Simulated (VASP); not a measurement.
# TaTeSe in VASP: further runs

The runs below take TaTeSe through single point, with PBE.

Everything below comes from runs of VASP 6.6.1. Logs are shortened: lines on timing, memory, paths and dates and some standing lists are left out, and cuts for length are marked.

**1. The sheet as given**

The cell holds a sheet with vacuum, 3 atoms: a = 3.589 Å, b = 3.589 Å, c = 30.768 Å, α = 90.00°, β = 90.00°, γ = 120.00°.

The cell was built by a generator and needn't be a form met in nature.

**2. Single point, PBE**

INCAR

```
SYSTEM = TaTeSe
ALGO     = Fast           ! electronic algorithm
DIPOL    = 0.5 0.5 0.295
EDIFF    = 1E-7           ! SCF threshold, eV
ENCUT    = 520            ! plane-wave cutoff, eV
GGA      = PE             ! functional
IDIPOL   = 3            
ISIF     = 2              ! what is computed and relaxed
ISMEAR   = 0              ! smearing method
LASPH    = .True.         ! aspherical terms in the spheres
LCHARG   = .False.        ! write CHGCAR
LDIPOL   = .True.       
LREAL    = .False.        ! projectors in reciprocal space
LWAVE    = .False.        ! write WAVECAR
NBANDS   = 18             ! bands
NELM     = 100            ! most SCF steps
PREC     = Accurate       ! precision mode
SIGMA    = 0.1            ! smearing width, eV
```

KPOINTS

```
k-points
0
Gamma
  12 12 1
  0 0 0
```

POSCAR

```
TaTeSe
1.0
    3.5886383023     -0.0000003002      0.0000000000
   -1.7943188912      3.1078520849      0.0000000000
    0.0000000000      0.0000000000     30.7681902400
Ta Te Se
1 1 1
Direct
    0.6666666667      0.3333333333      0.2917431989
    0.3333333333      0.6666666667      0.3537514332
    0.3333333333      0.6666666667      0.2401423998
```

Potentials or basis: VASP PAW PBE potentials, release 64 (Ta_pv, Te, Se).

The run is started by

```console
$ cat potpaw_PBE.64/Ta_pv/POTCAR potpaw_PBE.64/Te/POTCAR potpaw_PBE.64/Se/POTCAR > POTCAR
$ mpirun -np 1 vasp_std > vasp.out
```

OUTCAR:

```text
SYSTEM = TaTeSe
   EDIFF = 1E-7
   ENCUT = 520
   GGA = PE
   ISIF = 2
   ISMEAR = 0
   LASPH = .True.
   LREAL = .False.
   NELM = 100
   PREC = Accurate

 ion  position               nearest neighbor table
   1  0.667  0.333  0.292-   3 2.61   3 2.61   3 2.61   2 2.82   2 2.82   2 2.82
   2  0.333  0.667  0.354-   1 2.82   1 2.82   1 2.82
   3  0.333  0.667  0.240-   1 2.61   1 2.61   1 2.61

  LATTYP: Found a hexagonal cell.
 ALAT       =     3.5886383023
 C/A-ratio  =     8.5737785890

  Lattice vectors:

 A1 = (   3.5886383023,  -0.0000003002,   0.0000000000)
 A2 = (  -1.7943188912,   3.1078520849,   0.0000000000)
 A3 = (   0.0000000000,   0.0000000000,  30.7681902400)

Analysis of symmetry for initial positions (statically):
=====================================================================
 Subroutine PRICEL returns:
 Original cell was already a primitive cell.

 Routine SETGRP: Setting up the symmetry group for a
 hexagonal supercell.

 Subroutine GETGRP returns: Found  6 space group operations
 (whereof  6 operations were pure point group operations)
 out of a pool of 24 trial point group operations.

The static configuration has the point symmetry C_3v.

Analysis of symmetry for dynamics (positions and initial velocities):
=====================================================================
 Subroutine PRICEL returns:
 Original cell was already a primitive cell.

 Routine SETGRP: Setting up the symmetry group for a
 hexagonal supercell.

 Subroutine GETGRP returns: Found  6 space group operations
 (whereof  6 operations were pure point group operations)
 out of a pool of 24 trial point group operations.

The dynamic configuration has the point symmetry C_3v.

 Subroutine INISYM returns: Found  6 space group operations
 (whereof  6 operations are pure point group operations),
 and found     1 'primitive' translations

----------------------------------------------------------------------------------------

                                     Primitive cell

  volume of cell :     343.1563

  direct lattice vectors                    reciprocal lattice vectors
     3.588638302 -0.000000300  0.000000000     0.278657241  0.160882802  0.000000000
    -1.794318891  3.107852085  0.000000000     0.000000027  0.321765651  0.000000000
     0.000000000  0.000000000 30.768190240     0.000000000  0.000000000  0.032501099

  length of vectors
     3.588638302  3.588638302 30.768190240     0.321765651  0.321765651  0.032501099

  position of ions in fractional coordinates (direct lattice)
     0.666666667  0.333333333  0.291743199
     0.333333333  0.666666667  0.353751433
     0.333333333  0.666666667  0.240142400

  ion indices of the primitive-cell ions
   primitive index   ion index
                 1           1
                 2           2
                 3           3

----------------------------------------------------------------------------------------

 KPOINTS: k-points

Automatic generation of k-mesh.
 Grid dimensions read from file:
 generate k-points for:   12   12    1

 Generating k-lattice:

  Cartesian coordinates                     Fractional coordinates (reciprocal lattice)
     0.023221437  0.013406900  0.000000000     0.083333333 -0.000000000  0.000000000
     0.000000002  0.026813804  0.000000000     0.000000000  0.083333333  0.000000000
     0.000000000  0.000000000  0.032501099     0.000000000  0.000000000  1.000000000

  Length of vectors
     0.026813804  0.026813804  0.032501099

  Shift w.r.t. Gamma in fractional coordinates (k-lattice)
     0.000000000  0.000000000  0.000000000

 Subroutine IBZKPT returns following result:
 ===========================================

 Found     19 irreducible k-points:

 Following reciprocal coordinates:
            Coordinates               Weight
  0.000000  0.000000  0.000000      1.000000
  0.083333 -0.000000  0.000000      6.000000
  0.166667 -0.000000  0.000000      6.000000
  0.250000  0.000000  0.000000      6.000000
  0.333333  0.000000  0.000000      6.000000
  0.416667  0.000000  0.000000      6.000000
[... 11 lines left out ...]
  0.333333  0.250000  0.000000     12.000000
  0.333333  0.333333  0.000000      2.000000
   k-points           NKPTS =     19   k-points in BZ     NKDIM =     19   number of bands    NBANDS=     18
   number of dos      NEDOS =    301   number of ions     NIONS =      3
   total plane-waves  NPLWV = 188160
   dimension x,y,z NGX =    28 NGY =   28 NGZ =  240
   dimension x,y,z NGXF=    56 NGYF=   56 NGZF=  480
   ions per type =               1   1   1
   NGX,Y,Z   is equivalent  to a cutoff of  12.97, 12.97, 12.97 a.u.
   NGXF,Y,Z  is equivalent  to a cutoff of  25.94, 25.94, 25.94 a.u.
 SYSTEM =  TaTeSe
   PREC   = accura    normal or accurate (medium, high low for compatibility)
   ISTART =      0    job   : 0-new  1-cont  2-samecut
   ICHARG =      2    charge: 1-file 2-atom 10-const
   ISPIN  =      1    spin polarized calculation?
   LNONCOLLINEAR =      F non collinear calculations
   LSORBIT =      F    spin-orbit coupling
   LASPH  =      T    aspherical Exc in radial PAW
   ENCUT  =  520.0 eV  38.22 Ry    6.18 a.u.   6.67  6.67 57.21*2*pi/ulx,y,z
   NELM   =    100;   NELMIN=  2; NELMDL= -5     # of ELM steps
   EDIFF  = 0.1E-06   stopping-criterion for ELM
   LREAL  =      F    real-space projection
   EDIFFG = 0.1E-05   stopping-criterion for IOM
   NSW    =      0    number of steps for IOM
   IBRION =     -1    ionic relax: 0-MD 1-quasi-New 2-CG
   NFREE  =      0    steps in history (QN), initial steepest desc. (CG)
   ISIF   =      2    stress and relaxation
   ISYM   =      2    0-nonsym 1-usesym 2-fastsym
   POTIM  = 0.5000    time-step for ionic-motion
   TEBEG  =    0.0;   TEEND  =   0.0 temperature during run
   PSTRESS=    0.0 pullay stress
   NELECT =      23.0000    total number of electrons
   NUPDOWN=      -1.0000    fix difference up-down
   EMIN   =  10.00;   EMAX   =-10.00  energy-range for DOS
   EFERMI =   0.00;   METHOD = LEGACY
   ISMEAR =     0;   SIGMA  =   0.10  broadening in eV -4-tet -1-fermi 0-gaus
   EFERMI_NEDOS =   21; number of points for ismear=-14 and -15
   IALGO  =     68    algorithm
   IMIX   =      4    mixing-type and parameters
     AMIX     =   0.40;   BMIX     =  1.00
     AMIX_MAG =   1.60;   BMIX_MAG =  1.00
  volume/ion in A,a.u.               =     114.39       771.91
  Fermi-wavevector in a.u.,A,eV,Ry     =   0.664998  1.256663  6.016794  0.442222
  Thomas-Fermi vector in A             =   1.738857
   LORBIT       =      0    0 simple, 1 ext, 2 COOP (PROOUT), +10 PAW based schemes
   GGA     = PE    functional components
   LHFCALC =     F    Hartree Fock is set to
   AEXX    =    0.0000 exact exchange contribution
   IVDW    =     0    specifies the selected vdW correction
   LEPSILON=     F    determine dielectric tensor
   LRPA    =     F    only Hartree local field effects (RPA)
 non-spin polarized calculation
 RMM-DIIS sequential band-by-band and
 Gauss-broadening in eV      SIGMA  =   0.10
  energy-cutoff  :      520.00
  volume of cell :      343.16
 maximum number of plane-waves:      9315
 NGX is ok and might be reduce to    28
   NGX = 13   NGY = 13   NGZ =115

 number of electron      23.0000000 magnetization

 dipolmoment           0.000000      0.000000     -0.014719 electrons x Angstroem

 Free energy of the ion-electron system (eV)
  ---------------------------------------------------
  ext. energy  EPLUGINS =         0.00000000
  ---------------------------------------------------
  free energy    TOTEN  =       -20.12816172 eV

  energy without entropy =      -20.11285419  energy(sigma->0) =      -20.12050796

 E-fermi :  -2.8136     XC(G=0):  -2.5530

 val. band max:       -2.8262567914   @ k =   0.1667   0.1667   0.0000
 cond. band min:      -2.7608543149   @ k =   0.3333   0.1667   0.0000
 fundamental gap:      0.0654024765
 Fermi energy:        -2.8136287911

 k-point     1 :       0.0000    0.0000    0.0000
  band No.  band energies     occupation
      1     -37.5316      2.00000
      2     -37.5198      2.00000
      3     -37.5198      2.00000
      4     -16.4456      2.00000
      5     -14.6316      2.00000
      6      -8.0888      2.00000
[... 10 lines left out ...]
     17       0.9984      0.00000
     18       2.0954      0.00000

 k-point     2 :       0.0833   -0.0000    0.0000
  band No.  band energies     occupation
      1     -37.5304      2.00000
      2     -37.5282      2.00000
      3     -37.5219      2.00000
      4     -16.3789      2.00000
      5     -14.5681      2.00000
      6      -7.9830      2.00000
[... 10 lines left out ...]
     17       1.3976      0.00000
     18       2.0030      0.00000

 k-point     3 :       0.1667   -0.0000    0.0000
  band No.  band energies     occupation
      1     -37.5531      2.00000
      2     -37.5276      2.00000
      3     -37.5249      2.00000
      4     -16.1934      2.00000
      5     -14.3799      2.00000
      6      -7.6857      2.00000
[... 10 lines left out ...]
     17       1.8748      0.00000
     18       2.4192      0.00000

 k-point     4 :       0.2500    0.0000    0.0000
  band No.  band energies     occupation
      1     -37.5860      2.00000
      2     -37.5354      2.00000
      3     -37.5183      2.00000
      4     -15.9320      2.00000
      5     -14.0787      2.00000
      6      -7.2975      2.00000
[... 10 lines left out ...]
     17       2.3252      0.00000
     18       2.9047      0.00000

 k-point     5 :       0.3333    0.0000    0.0000
  band No.  band energies     occupation
      1     -37.6187      2.00000
      2     -37.5431      2.00000
      3     -37.5117      2.00000
      4     -15.6608      2.00000
      5     -13.7028      2.00000
      6      -7.5148      2.00000
[... 10 lines left out ...]
     17       2.3796      0.00000
     18       3.2193      0.00000

 k-point     6 :       0.4167    0.0000    0.0000
  band No.  band energies     occupation
      1     -37.6424      2.00000
      2     -37.5488      2.00000
      3     -37.5068      2.00000
      4     -15.4554      2.00000
      5     -13.3522      2.00000
      6      -8.0758      2.00000
[... 202 lines left out ...]
 k-point    16 :       0.4167    0.1667    0.0000
  band No.  band energies     occupation
      1     -37.6405      2.00000
      2     -37.5711      2.00000
      3     -37.5035      2.00000
      4     -15.3180      2.00000
      5     -13.0868      2.00000
      6      -7.9880      2.00000
[... 10 lines left out ...]
     17       2.0485      0.00000
     18       4.2469      0.00000

 k-point    17 :       0.2500    0.2500    0.0000
  band No.  band energies     occupation
      1     -37.6271      2.00000
      2     -37.5753      2.00000
      3     -37.5051      2.00000
      4     -15.3862      2.00000
      5     -13.2326      2.00000
      6      -7.5674      2.00000
[... 10 lines left out ...]
     17       2.6271      0.00000
     18       3.9565      0.00000

 k-point    18 :       0.3333    0.2500    0.0000
  band No.  band energies     occupation
      1     -37.6290      2.00000
      2     -37.5882      2.00000
      3     -37.5026      2.00000
      4     -15.2830      2.00000
      5     -13.0203      2.00000
      6      -7.6291      2.00000
[... 10 lines left out ...]
     17       2.2604      0.00000
     18       3.5323      0.00000

 k-point    19 :       0.3333    0.3333    0.0000
  band No.  band energies     occupation
      1     -37.6198      2.00000
      2     -37.6028      2.00000
      3     -37.5017      2.00000
      4     -15.2459      2.00000
      5     -12.9413      2.00000
      6      -7.3890      2.00000
[... 10 lines left out ...]
     17       2.1934      0.00000
     18       2.9904      0.00000

------------------------ aborting loop because EDIFF is reached ----------------------------------------

 vacuum level on the upper side and lower side of the slab       (xc-potential included)        -0.124         0.110

  FORCE on cell =-STRESS in cart. coord.  units (eV):
  Direction    XX          YY          ZZ          XY          YZ          ZX
  --------------------------------------------------------------------------------------
  -------------------------------------------------------------------------------------
  Total        0.0365114      0.0365114      0.0524376     -0.0000000      0.0000000      0.0000000
  in kB        0.1704694      0.1704694      0.2448284     -0.0000000      0.0000000      0.0000000
  external PRESSURE =       0.1952558 kB  Pullay stress =       0.0000000 kB

 VOLUME and BASIS-vectors are now :
 -----------------------------------------------------------------------------
  energy-cutoff  :      520.00
  volume of cell :      343.16
      direct lattice vectors                 reciprocal lattice vectors
     3.588638302 -0.000000300  0.000000000     0.278657241  0.160882802  0.000000000
    -1.794318891  3.107852085  0.000000000     0.000000027  0.321765651  0.000000000
     0.000000000  0.000000000 30.768190240     0.000000000  0.000000000  0.032501099

 POSITION                                       TOTAL-FORCE (eV/Angst)
 -----------------------------------------------------------------------------------
      1.79432      1.03595      8.97641        -0.000000      0.000000      0.007312
      0.00000      2.07190     10.88429         0.000000     -0.000000      0.014118
      0.00000      2.07190      7.38875         0.000000     -0.000000     -0.021430
 -----------------------------------------------------------------------------------
    total drift:                                0.000000     -0.000000      0.000364

  FREE ENERGIE OF THE ION-ELECTRON SYSTEM (eV)
  ---------------------------------------------------
  free  energy   TOTEN  =       -20.1281617221 eV

  energy  without entropy=      -20.1128541925  energy(sigma->0) =      -20.12050796

 vacuum level on the upper side and lower side of the slab         2.087         2.325
```

Run time: 2.4 min. Hardware: 1 thread of Intel Xeon 6975P-C (Granite Rapids), shared host; peak memory 0.52 GiB.

What came out:

| Item | Value |
| --- | --- |
| Free energy | -20.1282 eV |
| Largest force | 0.021 eV/Å |
| Band gap on the k mesh | none (metal or under the smearing width) |

Forces on the atoms (eV/Å):
```
Ta   0.000  0.000  0.007
Te   0.000  0.000  0.014
Se   0.000  0.000 -0.021
```

**3. Single point, PBE**

INCAR

```
SYSTEM = TaTeSe
  ALGO = Fast
  DIPOL = 0.5 0.5 0.295
  EDIFF = 1E-7
  ENCUT = 520
  GGA = PE
  IDIPOL = 3
  ISIF = 2
  ISMEAR = 0
  LASPH = .TRUE.
  LCHARG = .FALSE.
  LDIPOL = .TRUE.
  LREAL = .FALSE.
  LWAVE = .FALSE.
  NBANDS = 18
  NELM = 100
  PREC = Accurate
  SIGMA = 0.1
```

KPOINTS

```
k-points
0
G
  12 12 1
  0 0 0
```

POSCAR

```
TaTeSe
1.0
    3.5906488058     -0.0000003003      0.0000000000
   -1.7953241428      3.1095932320      0.0000000000
    0.0000000000      0.0000000000     30.7681902400
Ta Te Se
1 1 1
Direct
    0.6666666667      0.3333333333      0.2917014168
    0.3333333333      0.6666666667      0.3536993645
    0.3333333333      0.6666666667      0.2402362506
```

Potentials or basis: VASP PAW PBE potentials, release 64 (Ta_pv, Te, Se).

The run is started by

```console
$ cat potpaw_PBE.64/Ta_pv/POTCAR potpaw_PBE.64/Te/POTCAR potpaw_PBE.64/Se/POTCAR > POTCAR
$ mpirun -np 1 vasp_std > vasp.out
```

Wall time 2.4 min (1 thread of Intel Xeon 6975P-C (Granite Rapids), shared host); peak memory 0.53 GiB.

Results (log left out):

```
Free energy            : -20.1280 eV
Largest force          : 0.059 eV/Å
Band gap on the k mesh : none (metal or under the smearing width)
```

Forces on the atoms (eV/Å):
```
Ta   0.000  0.000  0.041
Te   0.000  0.000  0.018
Se   0.000  0.000 -0.059
```

Levels at points of the mesh, in eV from the Fermi level:
```
           k point  band 9  band 10  band 11  band 12  band 13  band 14
(0.00, 0.00, 0.00)   -1.76    -0.49    -0.49     0.63     2.98     2.98
(0.50, 0.00, 0.00)   -2.53    -1.48    -0.67    -0.42     2.62     2.83
```

The run has no spin-orbit coupling, so splittings on Ta, Te are missing.
